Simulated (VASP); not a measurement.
Given:

```
CuZn
1.0
    2.97337     0.00000     0.00000
    0.00000     2.97337     0.00000
    0.00000     0.00000     2.97337
Zn Cu
1 1
Direct
  0.50000   0.50000   0.50000
  0.00000   0.00000   0.00000
```

Method: rev-vdW-DF2, VASP's PBE PAW potentials (set 64) (plane waves; VASP). Run with 520 eV cut-off, 12×12×12 Γ-centred mesh, first-order Methfessel-Paxton smearing of 0.10 eV, potentials Zn Cu.

Problem. Give the stress tensor in GPa (positive for a compressed cell).

Solution. 
```
-2.91   0.00   0.00
 0.00  -2.91   0.00
 0.00   0.00  -2.91
```
The pressure is its mean diagonal, -2.91 GPa.

The compound is CuZn in the CsCl type structure. This cell is one point of a volume scan, at 1.03 of the reference volume. The electron count is odd and the run is not spin-polarised, which forces a metal.
